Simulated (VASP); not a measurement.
Input for VASP

### KPOINTS
```
Automatic mesh
0
Gamma
10 10 10
0 0 0
```

**INCAR**
```
ALGO = Normal
EDIFF = 1E-6
EDIFFG = -0.01
ENCUT = 400
IBRION = 2
ISIF = 3
ISMEAR = 1
ISPIN = 2
LASPH = .TRUE.
LCHARG = .FALSE.
LMAXMIX = 4
LMIXTAU = .TRUE.
LORBIT = 10
LREAL = .FALSE.
LWAVE = .FALSE.
MAGMOM = 3.0 0.0
METAGGA = R2SCAN
NELM = 100
NSW = 60
PREC = Accurate
SIGMA = 0.1
SYSTEM = CoAl
```

**POSCAR**
```
CoAl
1
    3.2110000000     0.0000000000     0.0000000000
    0.0000000000     3.2110000000     0.0000000000
    0.0000000000     0.0000000000     3.2110000000
Co Al
1 1
Direct
  0.0000000000   0.0000000000   0.0000000000
  0.5000000000   0.5000000000   0.5000000000
```

POTCAR, in this order: Co Al (PBE.64 set). Program: vasp_std.

Q: Translate this r2SCAN calculation to Ansatz.

A: One equivalent input (not run):
Ansatz 0.2 input:
```yaml
crystal:
  lattice:
    - [3.2110000, 0.0000000, 0.0000000]
    - [0.0000000, 3.2110000, 0.0000000]
    - [0.0000000, 0.0000000, 3.2110000]
  atoms:
    - { symbol: Co, position: [0.0000000, 0.0000000, 0.0000000], spin: 3 }
    - { symbol: Al, position: [0.5000000, 0.5000000, 0.5000000] }
kpoints:
  mp_grid: { grid: [10, 10, 10] }
hamiltonian:
  xc: r2scan
  pseudopotentials: { kind: paw }
magnetization: { spin_polarized: true }
scf:
  occupations: { method: methfessel_paxton, width: 0.1 }
  max_iter: 100
relax:
  max_steps: 60
  f_tol: 0.01
  cell: {}
output: { forces: true, stress: true, eigenvalues: true }
```
Limits of the translation: each code has its own PAW files, so the cut-off isn't converted (ENCUT is set for VASP's; basis.ecutwfc is left out, and Ansatz then takes the one that its files recommend); Ansatz stops its SCF on the density residual and VASP on the energy change (EDIFF).

The structure was generated: CoAl was put into the CsCl type type (Pm-3m), which need not be its known phase. This run relaxes it. Symmetry was kept, so distortions that lower it aren't found.
